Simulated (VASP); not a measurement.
VASP ran on this input.

INCAR:
```
LCHARG=F
ISIF=2
LREAL=F
EDIFF=1E-6
ISMEAR=-1   # Fermi-Dirac
SIGMA=0.136   # width (eV)
LASPH=T
PREC=Accurate
ALGO=Normal
ENCUT=300   # plane-wave cut-off (eV)
GGA=PE   # PBE
LWAVE=F
SYSTEM=GaCuSe2
LMAXMIX=4   # l cut-off of mixed one-centre charges
NELM=100   # most electronic steps
```

### POSCAR
```
GaCuSe2
1.0
 -2.7503850000   2.7503850000   5.4540660000
  2.7503850000  -2.7503850000   5.4540660000
  2.7503850000   2.7503850000  -5.4540660000
Ga Cu Se
2 2 4
Cart
  2.7503850000   0.0000000000   2.7270330000
  0.0000000000   0.0000000000   5.4540660000
 -0.0000000000   2.7503850000   2.7270330000
  0.0000000000   0.0000000000   0.0000000000
  1.3751925000   1.3543995894  -1.3635165000
  1.3543995894   4.1255775000   1.3635165000
  1.3751925000   1.3959854106   4.0905495000
  1.3959854106  -1.3751925000   6.8175825000
```

### KPOINTS
```
Automatic mesh
0
gamma
  4 4 4
0 0 0.5
```

POTCAR, in this order: Ga_d Cu Se (PBE.64 set). Program: vasp_std.

Q: Translate this PBE calculation to Ansatz.

A: One equivalent input (not run):
Ansatz 0.2 input:
```yaml
crystal:
  lattice:
    - [-2.7503850, 2.7503850, 5.4540660]
    - [2.7503850, -2.7503850, 5.4540660]
    - [2.7503850, 2.7503850, -5.4540660]
  atoms:
    - { symbol: Ga, position: [0.2500000, 0.7500000, 0.5000000] }
    - { symbol: Ga, position: [0.5000000, 0.5000000, 0.0000000] }
    - { symbol: Cu, position: [0.7500000, 0.2500000, 0.5000000] }
    - { symbol: Cu, position: [0.0000000, 0.0000000, 0.0000000] }
    - { symbol: Se, position: [0.1212200, 0.1250000, 0.4962200] }
    - { symbol: Se, position: [0.8750000, 0.3712200, 0.9962200] }
    - { symbol: Se, position: [0.6287800, 0.6250000, 0.5037800] }
    - { symbol: Se, position: [0.3750000, 0.8787800, 0.0037800] }
kpoints:
  mp_grid: { grid: [4, 4, 4], shift: [0.0, 0.0, 0.5] }
hamiltonian:
  xc: pbe
  pseudopotentials: { kind: paw }
scf:
  occupations: { method: fermi_dirac, width: 0.136 }
  max_iter: 100
output: { forces: true, stress: true, eigenvalues: true }
```
What does not carry over: each code has its own PAW files, so the cut-off isn't converted (ENCUT is set for VASP's; basis.ecutwfc is left out, and Ansatz then takes the one that its files recommend); Ansatz stops its SCF on the density residual and VASP on the energy change (EDIFF).

The structure comes from a computed database's GaCuSe2 entry; how it stands against other phases isn't given here. The cell was not relaxed at this level. The run is one of a series of settings (KPOINTS 4×4×4 Γ-centred mesh shifted by (0, 0, 0.5) against the base run), some of them coarse on purpose.
